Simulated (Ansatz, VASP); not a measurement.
## SnTe in two plane-wave programs

One calculation is typed for both programs; each brings its own data sets. How far apart do they land? The cell is taken from a series of runs on this material, whose earlier steps may have relaxed, scaled, displaced or heated it; both programs get it as it stands.

Main program and level: Ansatz 0.2.0; plane waves, with VASP 6.6.1 beside it; relaxation of cell and atoms at PBEsol.

## (1) The structure

Symmetry: F-43m, No. 216, cubic system. The conventional cell has a = 7.075 Å, b = 7.075 Å, c = 7.075 Å, α = 90.00°, β = 90.00°, γ = 90.00°. Nearest to Sn lie 4 Te at 3.06 Å. Nearest to Te lie 4 Sn at 3.06 Å. Farther neighbours and most contacts between anions are not listed.

As a file:

```xyz
2
Lattice="0.0000 3.5373 3.5373 3.5373 0.0000 3.5373 3.5373 3.5373 0.0000" Properties=species:S:1:pos:R:3 pbc="T T T"
Sn    0.0000    0.0000    0.0000
Te    1.7686    1.7686    1.7686
```

## (2) VASP: relaxation of cell and atoms, PBEsol

The relaxed volume is the usual yardstick between codes: in a stiff, nearly cubic crystal its relative difference is about their pressure difference at one cell divided by the bulk modulus.

Lines of VASP's logs that name or quote its potential files are left out, and so is its time.

Contents of INCAR:

```
SYSTEM = SnTe
PREC = Accurate
ENCUT = 500
EDIFF = 1E-07
NELM = 120
ISMEAR = 0
SIGMA = 0.1
LREAL = .FALSE.
ALGO = Normal
GGA = PS
NBANDS = 16
LORBIT = 11
LWAVE = .FALSE.
LCHARG = .FALSE.
ISIF = 3
IBRION = 2
NSW = 80
EDIFFG = -0.005
LASPH = .TRUE.
GGA_COMPAT = .FALSE.
NELMIN = 4
```

Contents of POSCAR:

```
SnTe
1.0
    0.0000000000      3.5372650000      3.5372650000
    3.5372650000      0.0000000000      3.5372650000
    3.5372650000      3.5372650000      0.0000000000
Sn Te
1 1
Direct
    0.0000000000      0.0000000000      0.0000000000
    0.2500000707      0.2500000707      0.2500000707
```

Contents of KPOINTS:

```
Automatic mesh
0
Gamma
10 10 10
0 0 0
```

The projector-augmented-wave data sets are Sn_d and Te (PBE family, release 64).

Run with:

```console
$ mpirun -np 1 vasp_std
```

Numbers of over 12 decimals in the logs are rounded to 6 here.

Output:

```text
[banner, memory and clock lines left out]
running    1 mpi-ranks, on    1 nodes
 distrk:  each k-point on    1 cores,    1 groups
 distr:  one band on    1 cores,    1 groups

 POSCAR found type information on POSCAR SnTe
 POSCAR found :  2 types and       2 ions
|                                                                             |
|               ----> ADVICE to this user running VASP <----                  |
|                                                                             |
|     You enforced a specific xc type in the INCAR file but a different       |
|     [... a line on the potential file left out ...]
|     I HOPE YOU KNOW WHAT YOU ARE DOING!                                     |
|                                                                             |

 LDA part: xc-table for (Slater+PW92), standard interpolation
 POSCAR, INCAR and KPOINTS ok, starting setup
 FFT: planning ... GRIDC
 FFT: planning ... GRID_SOFT
 FFT: planning ... GRID
 WAVECAR not read
 entering main loop
       N       E                     dE             d eps       ncg     rms          rms(c)
DAV:   1     0.120059386293E+03    0.12006E+03   -0.91447E+03  1504   0.124E+03
DAV:   2     0.319565183228E+01   -0.11686E+03   -0.11447E+03  1608   0.308E+02
DAV:   3    -0.744426050245E+01   -0.10640E+02   -0.10572E+02  1968   0.894E+01
DAV:   4    -0.774168681642E+01   -0.29743E+00   -0.29739E+00  1792   0.164E+01
DAV:   5    -0.775278622253E+01   -0.11099E-01   -0.11099E-01  2288   0.281E+00    0.525E+00
DAV:   6    -0.763240646967E+01    0.12038E+00   -0.29421E-01  1920   0.304E+00    0.344E+00
DAV:   7    -0.762579638106E+01    0.66101E-02   -0.72556E-02  1704   0.112E+00    0.104E+00
DAV:   8    -0.762542989895E+01    0.36648E-03   -0.93722E-03  1808   0.678E-01    0.236E-01
DAV:   9    -0.762581105439E+01   -0.38116E-03   -0.17984E-03  1808   0.283E-01    0.525E-02
DAV:  10    -0.762585909333E+01   -0.48039E-04   -0.28472E-04  1976   0.109E-01    0.351E-02
DAV:  11    -0.762595363368E+01   -0.94540E-04   -0.19737E-04  1680   0.689E-02    0.442E-02
DAV:  12    -0.762595191210E+01    0.17216E-05   -0.77807E-06  1880   0.163E-02    0.200E-02
DAV:  13    -0.762595233381E+01   -0.42171E-06   -0.31511E-06  1736   0.886E-03    0.474E-03
DAV:  14    -0.762595243691E+01   -0.10310E-06   -0.23476E-07  1960   0.438E-03    0.527E-03
DAV:  15    -0.762595249606E+01   -0.59154E-07   -0.21461E-08  1136   0.807E-04
   1 F= -.76259525E+01 E0= -.76249408E+01  d E =-.762595E+01
 curvature:   0.00 expect dE= 0.000E+00 dE for cont linesearch  0.000E+00
 trial: gam= 0.00000 g(F)=  0.432E-41 g(S)=  0.219E-03 ort = 0.000E+00 (trialstep = 0.100E+01)
 search vector abs. value=  0.219E-03
 bond charge predicted
       N       E                     dE             d eps       ncg     rms          rms(c)
DAV:   1    -0.762879974320E+01   -0.28473E-02   -0.58916E-02  1912   0.346E+00    0.305E-01
DAV:   2    -0.762659935023E+01    0.22004E-02   -0.37436E-03  1896   0.882E-01    0.125E-01
DAV:   3    -0.762608573564E+01    0.51361E-03   -0.13833E-03  1968   0.503E-01    0.269E-02
DAV:   4    -0.762606226084E+01    0.23475E-04   -0.50549E-05  2232   0.604E-02    0.266E-02
DAV:   5    -0.762605185438E+01    0.10406E-04   -0.46215E-06  2120   0.160E-02    0.734E-03
DAV:   6    -0.762605114671E+01    0.70767E-06   -0.10941E-06  1872   0.136E-02    0.121E-03
DAV:   7    -0.762605130392E+01   -0.15721E-06   -0.71692E-08  1384   0.249E-03    0.715E-04
DAV:   8    -0.762605142832E+01   -0.12441E-06   -0.31986E-08  1320   0.129E-03    0.234E-04
DAV:   9    -0.762605139500E+01    0.33323E-07   -0.31691E-09   832   0.597E-04
   2 F= -.76260514E+01 E0= -.76250855E+01  d E =-.988989E-04
 trial-energy change:   -0.000099  1 .order   -0.000102   -0.000219    0.000015
 step:   0.9299(harm=  0.9348)  dis= 0.00000  next Energy=    -7.626052 (dE=-0.994E-04)
 reached required accuracy - stopping structural energy minimisation
```

Parts of OUTCAR (step 2):

```text
ion  position               nearest neighbor table
   1  0.000  0.000  0.000-   2 3.06   2 3.06   2 3.06   2 3.06
   2  0.250  0.250  0.250-   1 3.06   1 3.06   1 3.06   1 3.06

  LATTYP: Found a face centered cubic cell.
 ALAT       =     7.0745300000

 Subroutine GETGRP returns: Found 24 space group operations
 (whereof 24 operations were pure point group operations)

The static configuration has the point symmetry T_d .

 Found     47 irreducible k-points:

   k-points           NKPTS =     47   k-points in BZ     NKDIM =     47   number of bands    NBANDS=     16

   dimension x,y,z NGX =    36 NGY =   36 NGZ =   36
   dimension x,y,z NGXF=    72 NGYF=   72 NGZF=   72

   ENCUT  =  500.0 eV  36.75 Ry    6.06 a.u.   9.12  9.12  9.12*2*pi/ulx,y,z

   NELECT =      20.0000    total number of electrons

 k-points in reciprocal lattice and weights: Automatic mesh
   0.00000000  0.00000000  0.00000000       0.001
   0.10000000  0.00000000  0.00000000       0.008
   0.20000000  0.00000000  0.00000000       0.008
   0.30000000  0.00000000  0.00000000       0.008
   0.40000000  0.00000000  0.00000000       0.008
   0.50000000  0.00000000  0.00000000       0.004
   0.10000000  0.10000000  0.00000000       0.006
   0.20000000  0.10000000  0.00000000       0.024
   0.30000000  0.10000000  0.00000000       0.024
[...]
-0.30000000  0.40000000  0.20000000       0.024
  -0.30000000  0.50000000  0.20000000       0.012

 average (electrostatic) potential at core
       1-103.5897       2 -90.6731

 E-fermi :   3.5754

 k-point     1 :       0.0000    0.0000    0.0000
  band No.  band energies     occupation
    ...
      6      -8.3128      2.00000
      7      -1.5065      2.00000
      8       1.4796      2.00000
      9       1.4796      2.00000
     10       1.4796      2.00000
     11       4.4944      0.00000
     12       4.4944      0.00000
     13       4.4944      0.00000
     14       7.5031      0.00000
     15       9.9688      0.00000
    ...

 k-point     2 :       0.1000    0.0000    0.0000
  band No.  band energies     occupation
    ...
      6      -8.2650      2.00000
      7      -1.7664      2.00000
      8       1.4082      2.00000
      9       1.4082      2.00000
     10       1.5663      2.00000
     11       4.5647      0.00000
     12       4.6118      0.00000
     13       4.6118      0.00000
     14       7.8546      0.00000
     15       9.6393      0.00000
    ...

 k-point     3 :       0.2000    0.0000    0.0000
  band No.  band energies     occupation
    ...
      6      -8.1313      2.00000
      7      -2.3516      2.00000
      8       1.2426      2.00000
      9       1.2426      2.00000
     10       1.6296      2.00000
     11       4.8818      0.00000
     12       4.8818      0.00000
     13       4.9540      0.00000
     14       8.5750      0.00000
     15       9.3433      0.00000
    ...

  Total       -0.0038381     -0.0038381     -0.0038381     -0.0000000     -0.0000000      0.0000000
  in kB       -0.0691928     -0.0691928     -0.0691928     -0.0000000     -0.0000000      0.0000000
  external PRESSURE =      -0.0691928 kB  Pullay stress =       0.0000000 kB

  energy-cutoff  :      500.00
  volume of cell :       88.87
      direct lattice vectors                 reciprocal lattice vectors
     0.000000000  3.541958347  3.541958347    -0.141164845  0.141164845  0.141164845
     3.541958347  0.000000000  3.541958347     0.141164845 -0.141164845  0.141164845
     3.541958347  3.541958347  0.000000000     0.141164845  0.141164845 -0.141164845

 POSITION                                       TOTAL-FORCE (eV/Angst)
 -----------------------------------------------------------------------------------
      7.08392      7.08392      7.08392        -0.000000      0.000000      0.000000
      1.77098      1.77098      1.77098         0.000000     -0.000000     -0.000000
 -----------------------------------------------------------------------------------
    total drift:                               -0.000148     -0.000148     -0.000148

  FREE ENERGIE OF THE ION-ELECTRON SYSTEM (eV)
  ---------------------------------------------------
  free  energy   TOTEN  =        -7.6260513950 eV

  energy  without entropy=       -7.6241196704  energy(sigma->0) =       -7.62508553

 reached required accuracy - stopping structural energy minimisation

 total charge
# of ion       s       p       d       tot
------------------------------------------
    1        1.391   0.731   9.965  12.086
    2        1.396   1.953   0.019   3.369
--------------------------------------------------
tot          2.787   2.684   9.984  15.455

[... 3 further parts left out ...]
```

CONTCAR:

```
SnTe
   1.00000000000000
     0.0000000000000000    3.5419583468247904    3.5419583468247904
     3.5419583468247904    0.0000000000000000    3.5419583468247904
     3.5419583468247904    3.5419583468247904    0.0000000000000000
  Sn              Te
     1     1
Direct
     1.0000000000000000    1.0000000000000000    1.0000000000000000
     0.2500000706999970    0.2500000706999970    0.2500000706999970
```

## (3) Ansatz: relaxation of cell and atoms, PBEsol

Ansatz runs on its default PAW (the set named soft_2) files.

The same cell, functional, mesh and smearing now go to Ansatz, which takes its cutoff from its data sets.

Contents of input.yaml:

```yaml
crystal:
  lattice:
    - [0.0, 3.5372650201, 3.5372650201]
    - [3.5372650201, 0.0, 3.5372650201]
    - [3.5372650201, 3.5372650201, 0.0]
  atoms:
    - { symbol: Sn, position: [0.0, 0.0, 0.0] }
    - { symbol: Te, position: [0.25, 0.25, 0.25] }
kpoints:
  mp_grid: { grid: [10, 10, 10] }
hamiltonian:
  xc: pbesol
scf:
  occupations: { method: gaussian, width: 0.1 }
output:
  forces: true
  stress: true
  eigenvalues: true
  write_density: true
  write_potential: true
  elf: true
  volumetric_format: npy
relax:
  adjacent_minimum: "off"
  f_tol: 0.005
  max_steps: 80
  cell: { stress_tol: 0.05 }
```

Run with:

```console
$ ansatz run input.yaml --threads 2 --pin off --max-ram 5120MiB --backend cpu --events-out ev --progress --plain --runs-dir out
```

Output:

```text
Engine: ansatz 0.2.0, aarch64-unknown-linux-gnu
Pseudopotentials: kind: paw
Pseudopotential: Sn, paw, valence charge 14, recommended cutoff 420 eV (normal), Sn.paw.azcp
Pseudopotential: Te, paw, valence charge 16, recommended cutoff 420 eV (normal), Te.paw.azcp
Functional definition: PBEsol
  exchange = pbesol_x
  correlation = pbesol_c
Crystal: 2 atoms, lattice volume = 88.518 Å³
Basis set: ecut = 420 eV, 1759 PW (Γ), exchange–correlation on 72×72×72 points (8 copies of the dense FFT grid, shifted against one another)
Bands: 19, of which v1, the nominal top of the filled ones, is band 15 counted from 1 (14 counted from 0)
Symmetry: 24 space group operations
Space group: F-43m (ITA 216), of the structure as read, at distance tolerance 4.5e-5 Å
k-points: 47 of 1000 (time reversal used)
Non-local potential: Sn, projectors of the file, l = 0: 2, l = 1: 2, l = 2: 2, l = 3: 2
Non-local potential: Te, projectors of the file, l = 0: 2, l = 1: 2, l = 2: 2, l = 3: 2
PAW form: soft (Blöchl's): semilocal exchange-correlation on the pseudo side does not see the compensation charge
PAW frozen core: Sn, regenerated for the run's functional, and the local potential with it (the file was generated under x = pbe(κ = 0.804, μ = 0.219515), c = pbe(β = 0.066725))
PAW frozen core: Te, regenerated for the run's functional, and the local potential with it (the file was generated under x = pbe(κ = 0.804, μ = 0.219515), c = pbe(β = 0.066725))
PAW one-centre angular grid: Sn, 590 points (default); XC on 64 Gauss nodes
PAW one-centre angular grid: Te, 590 points (default); XC on 64 Gauss nodes
Initial density: superposition of atomic densities (neutral atoms: chi_scale 0, normalization atom), corrected by the library's trained network
Initial wavefunctions: pseudopotential atomic-orbital guess
Functional: x = pbesol(κ = 0.804, μ = 0.123457), c = pbesol(β = 0.046)
SCF iter   1: F=—  HF=-12851.139294 eV  |F-HF|=—  |Δ(HF+E_count)|=         —  Δρ=2.17e-3  dr2=5.48e-3  ethr=1.77e-3  ⟨swp⟩=6.3  Hψ=4674  notcnv=0
preconditioner: auto → none  [metal: Δε(μ)=0.025 eV  Ē_g=7.974 eV  σ=0.100 eV  W_gap=0.14  n_scr=14 (ndim 8)  ℏωp=12.5 eV  f_vac=0.174  D(μ)=0.36/eV (n_scr^D=0)  sad-step TF]
SCF iter   2: F=—  HF=-12851.136696 eV  |F-HF|=—  |Δ(HF+E_count)|=   2.60e-3  Δρ=1.30e-3  dr2=1.92e-3  ethr=1.83e-5  ⟨swp⟩=2.4  Hψ=1558  notcnv=0
SCF iter   3: F=—  HF=-12851.136533 eV  |F-HF|=—  |Δ(HF+E_count)|=   1.63e-4  Δρ=6.08e-4  dr2=2.29e-4  ethr=6.41e-6  ⟨swp⟩=2.0  Hψ=1600  notcnv=0
SCF iter   4: F=—  HF=-12851.136382 eV  |F-HF|=—  |Δ(HF+E_count)|=   1.51e-4  Δρ=2.24e-4  dr2=3.51e-5  ethr=7.64e-7  ⟨swp⟩=2.0  Hψ=1599  notcnv=0
SCF iter   5: F=—  HF=-12851.136373 eV  |F-HF|=—  |Δ(HF+E_count)|=   9.27e-6  Δρ=1.22e-4  dr2=1.10e-5  ethr=1.17e-7  ⟨swp⟩=2.0  Hψ=1604  notcnv=0
SCF iter   6: F=—  HF=-12851.136368 eV  |F-HF|=—  |Δ(HF+E_count)|=   4.87e-6  Δρ=4.01e-5  dr2=9.93e-7  ethr=3.68e-8  ⟨swp⟩=2.0  Hψ=1344  notcnv=0
SCF iter   7: F=-12851.136368 eV  HF=-12851.136368 eV  |F-HF|=1.05e-7  |Δ(HF+E_count)|=   5.08e-7  Δρ=1.16e-5  dr2=8.23e-8  ethr=3.33e-10  ⟨swp⟩=7.8  Hψ=6312  notcnv=0
SCF 1 converged in 7 iterations: F = -12851.136368 eV  dr2 = 8.23e-8
  greatest PAW one-centre occupation: 0.998 electrons in one spin orbital (limit 2), on the Te atom at site 1 (counted from 0), in its partial waves of l = 2
relax step   1: F+E_penalty+E_count = -12851.13636761 eV  Δ(F+E_penalty+E_count) = +0.000e0 eV  max|allowed force component| = 3.516e-16 eV/Å  Δτ_max = 0.0000 Å  P = +0.092 GPa  Ω = 88.518 Å³  (7 SCF iters, dr2 threshold 1.00e-7 eV, accepted)
[...]
relax step   2: F+E_penalty+E_count = -12851.13641777 eV  Δ(F+E_penalty+E_count) = -5.016e-5 eV  max|allowed force component| = 3.053e-16 eV/Å  Δτ_max = 0.0000 Å  P = -0.002 GPa  Ω = 88.835 Å³  energy of the carried Pulay correction = -3.880e-5 eV  (4 SCF iters, dr2 threshold 2.13e-8 eV, accepted)
[...]
relax step   3: F+E_penalty+E_count = -12851.13645940 eV  Δ(F+E_penalty+E_count) = -4.163e-5 eV  max|allowed force component| = 2.267e-16 eV/Å  Δτ_max = 0.0000 Å  P = -0.002 GPa  Ω = 88.835 Å³  stress off target by 1.97e-3 GPa  SCF on the basis re-selected at this cell (its energy is not comparable with the rows above)  (5 SCF iters)
basis re-selected at this cell: Δ(F+E_penalty+E_count) = -4.163e-5 eV, ΔP = -0.000 GPa vs the last step (what re-selecting the basis moved, of the pressure what is left beyond the Pulay correction that the steps carried, after the strain that the cell walked since its last selection, with what the two solves' SCF thresholds leave and, on support functions, any second-order correction that the steps lacked; it is no m [...]
SCF converged after 5 iterations
Free energy (F): -12851.136459 eV
Harris-Foulkes:  -12851.136459 eV  (|F-HF|=8.00e-11)
Internal energy: -12851.134555 eV  (E = F + TS)
E sigma→0 (E₀):  -12851.135507 eV
Entropy (-TS):   -0.001905 eV (-0.952 meV/atom)
Fermi energy:    5.500048 eV
--- Per-component energies (eV) ---
  E_band       = -471.177740
  E_kinetic    = 365.769698
  E_local      = -2947.976518  (includes V_loc(G=0)·N_el)
  E_nonlocal   = -339.037377
  E_hartree    = 1689.422215
  E_xc         = -502.582739
  E_vxc        = -200.495647  (∫ρ·V_xc dr)
  E_paw        = -8645.645388  (= ΣΔE_a)
  E_vpaw       = -728.282202  (= ΣTr[D̂ρ^β])
  E_aug_tail   = -0.000191  (compensation charges beyond the density's cutoff)
  E_ewald      = -2471.743909
  E_core_change = 0.659655  (= ΣΔE_core)
  E_smearing   = -0.001905  (= −TS)
  E_closure    = 0.000000  (closes the sum)
  Σ components = -12851.136459   (vs F -12851.136459, Δ=0.00e0)
--- Forces (eV/Å), atoms counted from 1 ---
  atom   1  Sn    -0.00000000    -0.00000000     0.00000000
  atom   2  Te     0.00000000    -0.00000000     0.00000000
  max |Σ_I F_I| component: 2.87e-16 eV/Å
--- Stress (GPa, compression-positive) ---
       -0.001973      -0.000000      -0.000000
       -0.000000      -0.001973      -0.000000
       -0.000000       0.000000      -0.001973
  P = ⅓ Tr σ = -0.0020 GPa (-0.020 kbar)
--- Band table (eV; the first three rows and the last of 47) ---
  k-point 0: bands = [... 11 lower, 0.4150, 3.4028, 3.4028, 3.4028, 6.4227, 6.4227, 6.4227, 9.4311]
  k-point 1: bands = [... 11 lower, 0.1555, 3.3316, 3.3316, 3.4897, 6.4925, 6.5400, 6.5400, 9.7828]
  k-point 2: bands = [... 11 lower, -0.4284, 3.1663, 3.1663, 3.5536, 6.8099, 6.8099, 6.8804, 10.5033]
  k-point 46: bands = [... 11 lower, -2.0703, 1.8384, 1.9267, 5.4847, 6.5604, 7.9656, 8.6934, 10.8316]
--- Relaxed structure (2 steps of the walk, 2 accepted, 1 SCFs on fresh bases) ---
  F+E_penalty+E_count = -12851.13645940 eV   max|allowed force component| = 2.267e-16 eV/Å   (the final SCF, on the basis selected at the relaxed cell)
  cell:  # Å, volume = 88.8351 Å³
    - [0, 3.541481, 3.541481]
    - [3.541481, 0, 3.541481]
    - [3.541481, 3.541481, 0]
  atoms:
    - { symbol: Sn, position: [0, 0, 0] }
    - { symbol: Te, position: [0.25, 0.25, 0.25] }
```

Reading the cycles: dr2 is the Hartree energy of the density residual (eV), the measure of convergence; HF is the Harris–Foulkes estimate of the energy, which meets the free energy F at convergence.

## (4) Differences

Known differences besides the potentials themselves: the data sets hold 30 valence electrons in Ansatz (on its default PAW (the set named soft_2) files) and 20 in VASP; the cutoff is 420 eV in Ansatz and 500 eV in VASP; Ansatz makes its cores anew for this functional, VASP keeps those of its PBE data sets; Ansatz adds a Pulay correction to the stress that steers its cell, VASP none. Total energies have different zeros and are not compared.

Both answers:

| quantity | Ansatz | VASP | difference |
| --- | --- | --- | --- |
| volume (Å³) | 88.84 | 88.87 | -0.04 % |
| edge a after relaxation, in the typed setting (Å) | 5.008 | 5.009 | -0.01 % |

## (5) Summary of results

```yaml
difference_in_volume_relaxation_of_cell_and_atoms_pbesol: -0.040 %
```

The difference in volume is -0.040 % (relaxation of cell and atoms, PBEsol), within the 1.2 % picked in this series as the mark of a large difference, as far as the stopping tolerances let one tell. The data sets hold unlike numbers of valence electrons (30 in Ansatz and 20 in VASP), so part of the differences comes from the potentials. 1 further run of this series is not shown here. Such differences can come from data sets, numerical settings and the points named under the comparisons, not from the functional's error against experiment.

[Lines on the potential files, build, host, timing and source positions are cut from VASP's logs without a mark.]

[Logs are printed without paths, hosts, clocks, repeated set-up lines and the standing remarks that a program may print on its own settings, such as how far it seeks lower states.]

[Hosts, paths, dates, database ids (printed as entryN), source tags and the programs' standing remarks are cut or masked in the printed files.]
